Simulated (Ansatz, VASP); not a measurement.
# Al2CoO4: VASP beside Ansatz, part 2 of 2

Wanted: the spread between two codes on one cell, functional and k mesh. The cell is taken from a series of runs on this material, whose earlier steps may have relaxed, scaled, displaced or heated it; both programs get it as it stands.

VASP 6.6.1 and Ansatz 0.2.0.

So far: Set-up; Ansatz: relaxation of cell and atoms, LDA, DFT+U.

In doubt: warnings of the run leave room for a lower electronic state (step 2), so energies may not be the lowest and differences between runs may mislead.

### 3. VASP: relaxation of cell and atoms, LDA, DFT+U

Level of this step: LDA, DFT+U (Co d 3.32 eV), spin-polarised from a ferromagnetic start; plane waves and PAW (Al, Co, O) (VASP).

The same cell, functional (in two slightly different forms), mesh and smearing now go to VASP, with its own data sets.

Lines of VASP's logs that name or quote its potential files are left out, and so is its time.

Input file INCAR:

```
SYSTEM = Al2CoO4
PREC = Accurate
ENCUT = 600
EDIFF = 1E-07
NELM = 200
ISMEAR = 0
SIGMA = 0.02
LREAL = .FALSE.
ALGO = Normal
GGA = PW92
NBANDS = 64
ISPIN = 2
MAGMOM = 0 0 0 0 2.39 2.39 0.06 0.06 0.06 0.06 0.06 0.06 0.06 0.06
LDAU = .TRUE.
LDAUTYPE = 2
LDAUL = -1 2 -1
LDAUU = 0 3.32 0
LDAUJ = 0 0 0
LDAUPRINT = 1
LASPH = .TRUE.
LMAXMIX = 4
LORBIT = 11
LWAVE = .FALSE.
LCHARG = .FALSE.
ISIF = 3
IBRION = 2
NSW = 80
EDIFFG = -0.005
GGA_COMPAT = .FALSE.
NELMIN = 4
KPAR = 4
```

Input file POSCAR:

```
Al2CoO4
1.0
    0.0000000000      4.0116170000      4.0116170000
    4.0116170000      0.0000000000      4.0116170000
    4.0116170000      4.0116170000      0.0000000000
Al Co O
4 2 8
Direct
    0.6249999688      0.1249999688      0.6249998443
    0.1249999688      0.6249999688      0.6249998443
    0.6249999688      0.6249999688      0.1249998443
    0.6249999688      0.6249999688      0.6249998443
    0.9999999688      0.9999999688      0.9999998443
    0.2499999688      0.2499999688      0.2499998443
    0.3890729100      0.8327811454      0.3890727854
    0.8609270277      0.8609270277      0.8609269031
    0.3890729100      0.3890729100      0.8327810208
    0.8327811454      0.3890729100      0.3890727854
    0.4172187923      0.8609270277      0.8609269031
    0.8609270277      0.8609270277      0.4172186677
    0.3890729100      0.3890729100      0.3890727854
    0.8609270277      0.4172187923      0.8609269031
```

Input file KPOINTS:

```
Automatic mesh
0
Gamma
6 6 6
0 0 0
```

PAW data sets: Al, Co and O (LDA family, release 64).

On the command line:

```console
mpirun -np 4 vasp_std
```

Numbers of over 12 decimals in the logs are rounded to 6 here.

Log:

```text
[banner, memory and clock lines left out]
running    4 mpi-ranks, on    1 nodes
 distrk:  each k-point on    1 cores,    4 groups
 distr:  one band on    1 cores,    1 groups

 POSCAR found type information on POSCAR AlCoO
 POSCAR found :  3 types and      14 ions
|                                                                             |
|               ----> ADVICE to this user running VASP <----                  |
|                                                                             |
|     You enforced a specific xc type in the INCAR file but a different       |
|     [... a line on the potential file left out ...]
|     I HOPE YOU KNOW WHAT YOU ARE DOING!                                     |
|                                                                             |

 LDA part: xc-table for (Slater(with rela. corr.)+PW92), standard interpolation
 POSCAR, INCAR and KPOINTS ok, starting setup
 FFT: planning ... GRIDC
 FFT: planning ... GRID_SOFT
 FFT: planning ... GRID
 WAVECAR not read
 entering main loop
       N       E                     dE             d eps       ncg     rms          rms(c)
DAV:   1     0.821799497706E+03    0.82180E+03   -0.37278E+04  4096   0.142E+03
DAV:   2    -0.129748281070E+02   -0.83477E+03   -0.74485E+03  4312   0.383E+02
DAV:   3    -0.119924052164E+03   -0.10695E+03   -0.10338E+03  4640   0.148E+02
DAV:   4    -0.123585359738E+03   -0.36613E+01   -0.36149E+01  5160   0.287E+01
DAV:   5    -0.123677231826E+03   -0.91872E-01   -0.91770E-01  5416   0.459E+00    0.308E+01
DAV:   6    -0.110986236506E+03    0.12691E+02   -0.79915E+01  5928   0.668E+01    0.367E+01
DAV:   7    -0.110337629256E+03    0.64861E+00   -0.13633E+01  5576   0.583E+01    0.168E+01
DAV:   8    -0.110714200685E+03   -0.37657E+00   -0.22671E+00  5320   0.586E+00    0.859E+00
DAV:   9    -0.110759485727E+03   -0.45285E-01   -0.16652E-01  6552   0.620E+00    0.267E+00
DAV:  10    -0.110793298592E+03   -0.33813E-01   -0.11473E-01  6168   0.217E+00    0.650E-01
DAV:  11    -0.110792395039E+03    0.90355E-03   -0.14207E-02  6064   0.146E+00    0.265E-01
DAV:  12    -0.110793287418E+03   -0.89238E-03   -0.46881E-03  6104   0.435E-01    0.161E-01
DAV:  13    -0.110793304634E+03   -0.17217E-04   -0.55819E-04  5896   0.243E-01    0.813E-02
DAV:  14    -0.110793321273E+03   -0.16638E-04   -0.21124E-04  6160   0.104E-01    0.305E-02
DAV:  15    -0.110793321066E+03    0.20659E-06   -0.35018E-05  4752   0.321E-02    0.992E-03
DAV:  16    -0.110793321482E+03   -0.41570E-06   -0.32610E-06  5664   0.171E-02    0.336E-03
DAV:  17    -0.110793321472E+03    0.96734E-08   -0.80964E-07  4976   0.479E-03
   1 F= -.11079332E+03 E0= -.11079332E+03  d E =-.110793E+03  mag=     6.0000
 curvature:   0.00 expect dE= 0.000E+00 dE for cont linesearch  0.000E+00
 trial: gam= 0.00000 g(F)=  0.859E-02 g(S)=  0.343E-02 ort = 0.000E+00 (trialstep = 0.100E+01)
 search vector abs. value=  0.120E-01
 bond charge predicted
       N       E                     dE             d eps       ncg     rms          rms(c)
DAV:   1    -0.110811014922E+03   -0.17693E-01   -0.25493E+00  4136   0.730E+00    0.118E+00
DAV:   2    -0.110797641406E+03    0.13374E-01   -0.94534E-02  5120   0.141E+00    0.581E-01
DAV:   3    -0.110796667254E+03    0.97415E-03   -0.58150E-03  4936   0.543E-01    0.401E-01
DAV:   4    -0.110796355035E+03    0.31222E-03   -0.73038E-04  5784   0.188E-01    0.223E-01
DAV:   5    -0.110796334415E+03    0.20620E-04   -0.10766E-04  5144   0.591E-02    0.346E-02
DAV:   6    -0.110796327950E+03    0.64647E-05   -0.36713E-05  5512   0.449E-02    0.130E-02
DAV:   7    -0.110796327078E+03    0.87170E-06   -0.79536E-06  5336   0.154E-02    0.849E-03
DAV:   8    -0.110796326949E+03    0.12950E-06   -0.21590E-06  5192   0.929E-03    0.267E-03
DAV:   9    -0.110796326978E+03   -0.29185E-07   -0.15848E-07  3008   0.213E-03
   2 F= -.11079633E+03 E0= -.11079633E+03  d E =-.300551E-02  mag=     6.0000
 trial-energy change:   -0.003006  1 .order   -0.002964   -0.012023    0.006095
 step:   0.6667(harm=  0.6636)  dis= 0.00277  next Energy=  -110.797341 (dE=-0.402E-02)
 bond charge predicted
       N       E                     dE             d eps       ncg     rms          rms(c)
DAV:   1    -0.110798973144E+03   -0.26462E-02   -0.28354E-01  4144   0.243E+00    0.392E-01
DAV:   2    -0.110797494542E+03    0.14786E-02   -0.10214E-02  5136   0.467E-01    0.196E-01
DAV:   3    -0.110797385948E+03    0.10859E-03   -0.65540E-04  4888   0.181E-01    0.136E-01
DAV:   4    -0.110797352166E+03    0.33782E-04   -0.77253E-05  5760   0.617E-02    0.749E-02
DAV:   5    -0.110797349457E+03    0.27090E-05   -0.12021E-05  5048   0.197E-02    0.117E-02
DAV:   6    -0.110797348715E+03    0.74245E-06   -0.42070E-06  5504   0.147E-02    0.416E-03
DAV:   7    -0.110797348630E+03    0.84618E-07   -0.86376E-07  5408   0.530E-03
   3 F= -.11079735E+03 E0= -.11079735E+03  d E =-.402716E-02  mag=     6.0000
 curvature:  -0.33 expect dE=-0.103E-04 dE for cont linesearch -0.230E-06
 trial: gam=-0.00501 g(F)=  0.503E-05 g(S)=  0.261E-04 ort = 0.914E-04 (trialstep = 0.933E+00)
 search vector abs. value=  0.305E-04
 reached required accuracy - stopping structural energy minimisation
```

Parts of OUTCAR (step 3):

```text
ion  position               nearest neighbor table
   1  0.625  0.125  0.625-  11 1.90  12 1.90   8 1.90  13 1.90   9 1.90  10 1.90   4 2.84   3 2.84
                             2 2.84   3 2.84   4 2.84   2 2.84
   2  0.125  0.625  0.625-  14 1.90  12 1.90   8 1.90  13 1.90   9 1.90   7 1.90   4 2.84   3 2.84
                             1 2.84   1 2.84   3 2.84   4 2.84
   3  0.625  0.625  0.125-  13 1.90  10 1.90   7 1.90  11 1.90  14 1.90   8 1.90   4 2.84   1 2.84
                             2 2.84   4 2.84   1 2.84   2 2.84
   4  0.625  0.625  0.625-   9 1.90   7 1.90  10 1.90  11 1.90  14 1.90  12 1.90   1 2.84   2 2.84
                             3 2.84   3 2.84   1 2.84   2 2.84
   5  1.000  1.000  1.000-   8 1.93  12 1.93  11 1.93  14 1.93
   6  0.250  0.250  0.250-   7 1.93  10 1.93   9 1.93  13 1.93
   7  0.389  0.833  0.389-   4 1.90   3 1.90   2 1.90   6 1.93
   8  0.861  0.861  0.861-   1 1.90   2 1.90   3 1.90   5 1.93
   9  0.389  0.389  0.833-   4 1.90   2 1.90   1 1.90   6 1.93
  10  0.833  0.389  0.389-   4 1.90   3 1.90   1 1.90   6 1.93
  11  0.417  0.861  0.861-   1 1.90   3 1.90   4 1.90   5 1.93
  12  0.861  0.861  0.417-   1 1.90   2 1.90   4 1.90   5 1.93
  13  0.389  0.389  0.389-   3 1.90   2 1.90   1 1.90   6 1.93
  14  0.861  0.417  0.861-   2 1.90   3 1.90   4 1.90   5 1.93

  LATTYP: Found a face centered cubic cell.
 ALAT       =     8.0232340000

 Subroutine GETGRP returns: Found 48 space group operations
 (whereof 24 operations were pure point group operations)

The static configuration has the point symmetry T_d .
 The point group associated with its full space group is O_h .

 Found     16 irreducible k-points:

   k-points           NKPTS =     16   k-points in BZ     NKDIM =     16   number of bands    NBANDS=     64

   dimension x,y,z NGX =    48 NGY =   48 NGZ =   48
   dimension x,y,z NGXF=    96 NGYF=   96 NGZF=   96

   ENCUT  =  600.0 eV  44.10 Ry    6.64 a.u.  11.33 11.33 11.33*2*pi/ulx,y,z

   NELECT =      78.0000    total number of electrons

 k-points in reciprocal lattice and weights: Automatic mesh
   0.00000000  0.00000000  0.00000000       0.005
   0.16666667  0.00000000  0.00000000       0.037
   0.33333333  0.00000000  0.00000000       0.037
   0.50000000  0.00000000  0.00000000       0.019
   0.16666667  0.16666667  0.00000000       0.028
   0.33333333  0.16666667  0.00000000       0.111
   0.50000000  0.16666667  0.00000000       0.111
  -0.33333333  0.16666667  0.00000000       0.111
  -0.16666667  0.16666667  0.00000000       0.056
[...]
-0.33333333  0.33333333  0.16666667       0.111
  -0.33333333  0.50000000  0.16666667       0.056

atom =   5  type =  2  l = 2

 onsite density matrix

spin component  1

  0.9915  0.0000  0.0000  0.0000  0.0000
  0.0000  0.9915 -0.0000 -0.0000 -0.0000
  0.0000 -0.0000  0.9695  0.0000 -0.0000
  0.0000 -0.0000  0.0000  0.9915  0.0000
  0.0000 -0.0000 -0.0000  0.0000  0.9695

spin component  2

  0.1357  0.0000 -0.0000 -0.0000 -0.0000
  0.0000  0.1357  0.0000 -0.0000  0.0000
 -0.0000  0.0000  0.9627 -0.0000 -0.0000
 -0.0000 -0.0000 -0.0000  0.1357  0.0000
 -0.0000  0.0000 -0.0000  0.0000  0.9627

 occupancies and eigenvectors

  o =  0.1357  v =  0.0000  0.0000  0.0000  0.0000  0.0000  0.0000 -0.9996 -0.0000 -0.0280 -0.0000      0.0000  0.0000  0.0000  0.0000  0.0000  0.0000  0.0000  0.0000  0.0000  0.0000
  o =  0.1357  v =  0.0000  0.0000  0.0000  0.0000  0.0000  1.0000  0.0000  0.0000  0.0000  0.0000      0.0000  0.0000  0.0000  0.0000  0.0000  0.0000  0.0000  0.0000  0.0000  0.0000
  o =  0.1357  v =  0.0000  0.0000  0.0000  0.0000  0.0000  0.0000 -0.0280  0.0000  0.9996  0.0000      0.0000  0.0000  0.0000  0.0000  0.0000  0.0000  0.0000  0.0000  0.0000  0.0000
  o =  0.9627  v =  0.0000  0.0000  0.0000  0.0000  0.0000  0.0000 -0.0000 -0.9952  0.0000  0.0981      0.0000  0.0000  0.0000  0.0000  0.0000  0.0000  0.0000  0.0000  0.0000  0.0000
  o =  0.9627  v =  0.0000  0.0000  0.0000  0.0000  0.0000  0.0000  0.0000  0.0981 -0.0000  0.9952      0.0000  0.0000  0.0000  0.0000  0.0000  0.0000  0.0000  0.0000  0.0000  0.0000
  o =  0.9695  v =  0.0000  0.0000  0.8820 -0.0000  0.4712  0.0000  0.0000  0.0000  0.0000  0.0000      0.0000  0.0000  0.0000  0.0000  0.0000  0.0000  0.0000  0.0000  0.0000  0.0000
  o =  0.9695  v =  0.0000  0.0000  0.4712 -0.0000 -0.8820  0.0000  0.0000  0.0000  0.0000  0.0000      0.0000  0.0000  0.0000  0.0000  0.0000  0.0000  0.0000  0.0000  0.0000  0.0000
  o =  0.9915  v =  0.0000 -0.9867  0.0000 -0.1629 -0.0000  0.0000  0.0000  0.0000  0.0000  0.0000      0.0000  0.0000  0.0000  0.0000  0.0000  0.0000  0.0000  0.0000  0.0000  0.0000
[...]
o =  0.9915  v =  0.0000 -0.9991 -0.0000  0.0428  0.0000  0.0000  0.0000  0.0000  0.0000  0.0000      0.0000  0.0000  0.0000  0.0000  0.0000  0.0000  0.0000  0.0000  0.0000  0.0000

 average (electrostatic) potential at core
       1 -70.2180       2 -70.2180       3 -70.2180       4 -70.2180       5 -80.9498
       6 -80.9498       7 -68.9810       8 -68.9810       9 -68.9810      10 -68.9810
      11 -68.9810      12 -68.9810      13 -68.9810      14 -68.9810

 E-fermi :   6.6041

 spin component 1
 k-point     1 :       0.0000    0.0000    0.0000
  band No.  band energies     occupation
    ...
     38       5.6360      1.00000
     39       5.6360      1.00000
     40       6.1227      1.00000
     41       6.1227      1.00000
     42       6.1227      1.00000
     43      10.1302      0.00000
     44      13.7129      0.00000
     45      13.7129      0.00000
     46      13.7129      0.00000
     47      14.0004      0.00000
    ...

 k-point     2 :       0.1667    0.0000    0.0000
  band No.  band energies     occupation
    ...
     38       5.6385      1.00000
     39       5.6386      1.00000
     40       5.6793      1.00000
     41       6.0751      1.00000
     42       6.0751      1.00000
     43      10.5772      0.00000
     44      13.5085      0.00000
     45      13.9055      0.00000
     46      13.9055      0.00000
     47      14.1330      0.00000
    ...

 k-point     3 :       0.3333    0.0000    0.0000
  band No.  band energies     occupation
    ...
     38       4.9873      1.00000
     39       5.6549      1.00000
     40       5.6549      1.00000
     41       5.9359      1.00000
     42       5.9359      1.00000
     43      11.5253      0.00000
     44      13.1458      0.00000
     45      14.2785      0.00000
     46      14.4308      0.00000
     47      14.4308      0.00000
    ...

 k-point     4 :       0.5000    0.0000    0.0000
  band No.  band energies     occupation
    ...
     38       5.0389      1.00000
     39       5.7242      1.00000
     40       5.7242      1.00000
     41       5.7923      1.00000
     42       5.7923      1.00000
     43      12.3229      0.00000
     44      12.6456      0.00000
     45      14.3487      0.00000
     46      14.7867      0.00000
     47      14.7867      0.00000
    ...

 k-point     5 :       0.1667    0.1667    0.0000
  band No.  band energies     occupation
    ...
     38       5.6573      1.00000
     39       5.6573      1.00000
     40       5.7540      1.00000
     41       5.9569      1.00000
     42       5.9569      1.00000
     43      10.7206      0.00000
     44      13.7347      0.00000
     45      13.8682      0.00000
     46      13.8682      0.00000
     47      14.1134      0.00000
    ...

 k-point     6 :       0.3333    0.1667    0.0000
  band No.  band energies     occupation
    ...
     38       5.1389      1.00000
     39       5.5744      1.00000
     40       5.6824      1.00000
     41       5.7884      1.00000
     42       5.8990      1.00000
     43      11.4848      0.00000
     44      13.5244      0.00000
     45      14.0748      0.00000
     46      14.2761      0.00000
     47      14.6194      0.00000
    ...

  Total       -0.0502388     -0.0502388     -0.0502388      0.0000000      0.0000000     -0.0000000
  in kB       -0.6258738     -0.6258738     -0.6258738      0.0000000      0.0000000     -0.0000000
  external PRESSURE =      -0.6258738 kB  Pullay stress =       0.0000000 kB

  energy-cutoff  :      600.00
  volume of cell :      128.61
      direct lattice vectors                 reciprocal lattice vectors
     0.000000000  4.006307506  4.006307506    -0.124803201  0.124803201  0.124803201
     4.006307506  0.000000000  4.006307506     0.124803201 -0.124803201  0.124803201
     4.006307506  4.006307506 -0.000000000     0.124803201  0.124803201 -0.124803201

 POSITION                                       TOTAL-FORCE (eV/Angst)
 -----------------------------------------------------------------------------------
      3.00473      5.00788      3.00473        -0.000000     -0.000000     -0.000000
      5.00788      3.00473      3.00473        -0.000000     -0.000000      0.000000
      3.00473      3.00473      5.00788        -0.000000     -0.000000      0.000000
      5.00788      5.00788      5.00788        -0.000000     -0.000000      0.000000
      8.01261      8.01261      8.01261        -0.000000     -0.000000      0.000000
      2.00315      2.00315      2.00315        -0.000000     -0.000000     -0.000000
      4.89789      3.11473      4.89789        -0.002084      0.002084     -0.002084
      6.90104      6.90104      6.90104        -0.002084     -0.002084     -0.002084
      4.89789      4.89789      3.11473        -0.002084     -0.002084      0.002084
      3.11473      4.89789      4.89789         0.002084     -0.002084     -0.002084
      6.90104      5.11788      5.11788        -0.002084      0.002084      0.002084
      5.11788      5.11788      6.90104         0.002084      0.002084     -0.002084
      3.11473      3.11473      3.11473         0.002084      0.002084      0.002084
      5.11788      6.90104      5.11788         0.002084     -0.002084      0.002084
 -----------------------------------------------------------------------------------
    total drift:                                0.003202      0.003202      0.000139

  FREE ENERGIE OF THE ION-ELECTRON SYSTEM (eV)
  ---------------------------------------------------
  free  energy   TOTEN  =      -110.7973486303 eV

  energy  without entropy=     -110.7973486303  energy(sigma->0) =     -110.79734863

 reached required accuracy - stopping structural energy minimisation

 total charge
# of ion       s       p       d       tot
------------------------------------------
    1        0.323   0.424   0.000   0.747
    2        0.323   0.424   0.000   0.747
    3        0.323   0.424   0.000   0.747
    4        0.323   0.424   0.000   0.747
    5        0.373   0.488   7.217   8.078
    6        0.373   0.488   7.217   8.078
    7        1.533   3.600   0.000   5.134
    8        1.533   3.600   0.000   5.134
    9        1.533   3.600   0.000   5.134
   10        1.533   3.600   0.000   5.134
   11        1.533   3.600   0.000   5.134
   12        1.533   3.600   0.000   5.134
   13        1.533   3.600   0.000   5.134
   14        1.533   3.600   0.000   5.134
--------------------------------------------------
tot         14.306  31.474  14.434  60.214

 magnetization (x)
# of ion       s       p       d       tot
------------------------------------------
    1        0.001   0.003   0.000   0.004
    2        0.001   0.003   0.000   0.004
    3        0.001   0.003   0.000   0.004
    4        0.001   0.003   0.000   0.004
    5        0.011   0.058   2.580   2.649
    6        0.011   0.058   2.580   2.649
    7        0.004   0.049   0.000   0.053
    8        0.004   0.049   0.000   0.053
    9        0.004   0.049   0.000   0.053
   10        0.004   0.049   0.000   0.053
   11        0.004   0.049   0.000   0.053
   12        0.004   0.049   0.000   0.053
   13        0.004   0.049   0.000   0.053
   14        0.004   0.049   0.000   0.053
--------------------------------------------------
tot          0.058   0.517   5.159   5.734

[... 6 further parts left out ...]
```

CONTCAR:

```
Al2CoO4
   1.00000000000000
     0.0000000000000000    4.0063075059847915    4.0063075059847915
     4.0063075059847915    0.0000000000000000    4.0063075059847915
     4.0063075059847915    4.0063075059847915   -0.0000000000000000
  Al              Co              O
     4     2     8
Direct
     0.6249999687999974    0.1249999687999974    0.6249998442999996
     0.1249999687999974    0.6249999687999974    0.6249998442999996
     0.6249999687999974    0.6249999687999974    0.1249998442999996
     0.6249999687999974    0.6249999687999974    0.6249998442999996
     0.9999999687999974    0.9999999687999974    0.9999998442999996
     0.2499999687999974    0.2499999687999974    0.2499998442999996
     0.3887279606117923    0.8338159935646304    0.3887278360117927
     0.8612719770882113    0.8612719770882113    0.8612718524882117
     0.3887279606117923    0.3887279606117923    0.8338158689646308
     0.8338159935646304    0.3887279606117923    0.3887278360117927
     0.4161839441353662    0.8612719770882113    0.8612718524882117
     0.8612719770882113    0.8612719770882113    0.4161838195353666
     0.3887279606117923    0.3887279606117923    0.3887278360117927
     0.8612719770882113    0.4161839441353662    0.8612718524882117
```

The magnetic state follows from one typed start and may not be the lowest. The run keeps the 48 symmetry operations of its start, so it cannot find a distortion of lower symmetry.

### 4. Differences

Known differences besides the potentials themselves: VASP starts from the moments at which Ansatz ended; U acts on the PAW sphere in VASP and on atomic orbitals in Ansatz, so only states and trends compare; the data sets hold 94 valence electrons in Ansatz (on its default PAW (the set named soft_2) files) and 78 in VASP; the cutoff is 420 eV in Ansatz and 600 eV in VASP; VASP's log shows a relativistic correction to its local exchange, Ansatz's none; site moments are counted in spheres of each program's own size. Total energies have different zeros and are not compared.

The two programs side by side:

| quantity | Ansatz | VASP | difference |
| --- | --- | --- | --- |
| volume (Å³) | 129.12 | 128.61 | +0.40 % |
| edge a after relaxation, in the typed setting (Å) | 5.673 | 5.666 | +0.13 % |
| total moment (μB) | 6.00 | 6.00 | 0.00 |
| moment on Co6 (μB) | 2.39 | 2.65 | -0.25 |
| moment on Co5 (μB) | 2.39 | 2.65 | -0.25 |
| moment on O8 (μB) | 0.06 | 0.05 | 0.00 |
| moment on O7 (μB) | 0.06 | 0.05 | 0.00 |
| moment on O12 (μB) | 0.06 | 0.05 | 0.00 |
| moment on O11 (μB) | 0.06 | 0.05 | 0.00 |
| moment on O10 (μB) | 0.06 | 0.05 | 0.00 |
| moment on O9 (μB) | 0.06 | 0.05 | 0.00 |

### 5. What came out

| Item | Value |
| --- | --- |
| difference in volume (relaxation of cell and atoms, LDA, DFT+U) | 0.40 % |

In words: The difference in volume is 0.40 % (relaxation of cell and atoms, LDA, DFT+U). The data sets hold unlike numbers of valence electrons (94 in Ansatz and 78 in VASP), so part of the differences comes from the potentials. 1 further run of this series is not shown here. How closely two codes agree says nothing of how well the functional describes the real material.

[Lines on the potential files, build, host, timing and source positions are cut from VASP's logs without a mark.]

[Logs are printed without paths, hosts, clocks, repeated set-up lines and the standing remarks that a program may print on its own settings, such as how far it seeks lower states.]

[Hosts, paths, dates, database ids (printed as entryN), source tags and the programs' standing remarks are cut or masked in the printed files.]
